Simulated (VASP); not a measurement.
Input of a VASP 6.6.1 run:

File POSCAR:

```
ZnIr2O4                                 
1.0
    0.0000000000      4.3145668854      4.3145668854
    4.3145668854      0.0000000000      4.3145668854
    4.3145668854      4.3145668854      0.0000000000
  Zn              Ir              O             
     2     4     8
Direct
     0.7500000000000000    0.7500000000000000    0.7500000000000000
     0.5000000000000000    0.5000000000000000    0.5000000000000000
     0.1250000000000000    0.1250000000000000    0.6250000000000000
     0.1250000000000000    0.6250000000000000    0.1250000000000000
     0.6250000000000000    0.1250000000000000    0.1250000000000000
     0.1250000000000000    0.1250000000000000    0.1250000000000000
     0.3639631762139288    0.3639631762139288    0.9081104713582278
     0.3639631762139288    0.9081104713582278    0.3639631762139288
     0.9081104713582278    0.3639631762139288    0.3639631762139288
     0.3639631762139288    0.3639631762139288    0.3639631762139288
     0.8860368237860712    0.8860368237860712    0.3418895286417722
     0.8860368237860712    0.3418895286417722    0.8860368237860712
     0.3418895286417722    0.8860368237860712    0.8860368237860712
     0.8860368237860712    0.8860368237860712    0.8860368237860712
```

Contents of INCAR.step1:

```
PREC     = Accurate       # precision mode
ENCUT    = 520            # plane-wave cutoff, eV
EDIFF    = 1E-5           # SCF threshold, eV
ISMEAR   = 0              # smearing method
SIGMA    = 0.03           # smearing width, eV
LREAL    = F              # projectors in reciprocal space
LASPH    = T              # aspherical terms in the spheres
NELM     = 80             # most SCF steps
ALGO     = Normal         # electronic algorithm
ISIF     = 2              # what is computed and relaxed
LWAVE    = T              # write WAVECAR
LCHARG   = F              # write CHGCAR
LMAXMIX  = 4              # l up to which the mixer works
KPAR     = 4            
GGA      = PE             # functional
```

The input INCAR.step2:

```
PREC     = Accurate       # precision mode
ENCUT    = 520            # plane-wave cutoff, eV
EDIFF    = 1E-6           # SCF threshold, eV
ISMEAR   = 0              # smearing method
SIGMA    = 0.03           # smearing width, eV
LREAL    = F              # projectors in reciprocal space
LASPH    = T              # aspherical terms in the spheres
NELM     = 80             # most SCF steps
ALGO     = Normal         # electronic algorithm
ISIF     = 2              # what is computed and relaxed
LWAVE    = F              # write WAVECAR
LCHARG   = F              # write CHGCAR
LMAXMIX  = 4              # l up to which the mixer works
METAGGA  = MBJ            # meta-GGA
KPAR     = 4            
ISTART   = 1
```

The input KPOINTS:

```
Automatic mesh
0
Gamma
  6 6 6
```

File KPOINTS_OPT:

```
explicit points
302
Reciprocal
 0.0000000000  0.0000000000  0.0000000000 1
 0.0263157895  0.0000000000  0.0263157895 1
 0.0526315789  0.0000000000  0.0526315789 1
 0.0789473684  0.0000000000  0.0789473684 1
 0.1052631579  0.0000000000  0.1052631579 1
 0.1315789474  0.0000000000  0.1315789474 1
[... 294 lines left out ...]
 0.4827686300  0.0172313700  0.5000000000 1
 0.5172313700 -0.0172313700  0.5000000000 1
```

Potentials or basis: VASP PAW PBE potentials, release 64 (Zn, Ir, O).

Run with:

```bash
$ cat potpaw_PBE.64/Zn/POTCAR potpaw_PBE.64/Ir/POTCAR potpaw_PBE.64/O/POTCAR > POTCAR
$ cp INCAR.step1 INCAR
$ mpirun -np 4 vasp_std > vasp.out
$ cp INCAR.step2 INCAR
$ mpirun -np 4 vasp_std > vasp.out
```

Task: What does it give for the band gap on the k mesh?

Result: 2.24 eV, direct.

Task: Estimate the band gap along the path.

Result: 2.24 eV, direct.

Levels at the corners of the path, in eV from the valence-band top:
```csv
point,band 52,band 53,band 54,band 55,band 56,band 57
Γ,-0.06,-0.06,-0.06,2.28,3.72,3.72
X,-0.13,0.00,0.00,2.24,2.24,3.21
X,-0.13,0.00,0.00,2.24,2.24,3.21
W,-0.06,-0.01,-0.01,2.61,2.62,3.23
W,-0.06,-0.01,-0.01,2.61,2.62,3.23
K,-0.04,-0.03,-0.01,2.54,2.60,3.27
K,-0.04,-0.03,-0.01,2.54,2.60,3.27
Γ,-0.06,-0.06,-0.06,2.28,3.72,3.72
Γ,-0.06,-0.06,-0.06,2.28,3.72,3.72
L,-0.17,-0.09,-0.09,3.28,3.44,3.44
L,-0.17,-0.09,-0.09,3.28,3.44,3.44
U,-0.04,-0.03,-0.01,2.54,2.59,3.27
U,-0.04,-0.03,-0.01,2.54,2.59,3.27
W,-0.06,-0.01,-0.01,2.61,2.62,3.23
W,-0.06,-0.01,-0.01,2.61,2.62,3.23
L,-0.17,-0.09,-0.09,3.28,3.44,3.44
L,-0.17,-0.09,-0.09,3.28,3.44,3.44
K,-0.04,-0.03,-0.01,2.54,2.60,3.27
U,-0.04,-0.03,-0.01,2.54,2.59,3.27
X,-0.13,0.00,0.00,2.24,2.24,3.21
```

Caveat: spin-orbit coupling is left out, which moves the levels of the heavy elements.
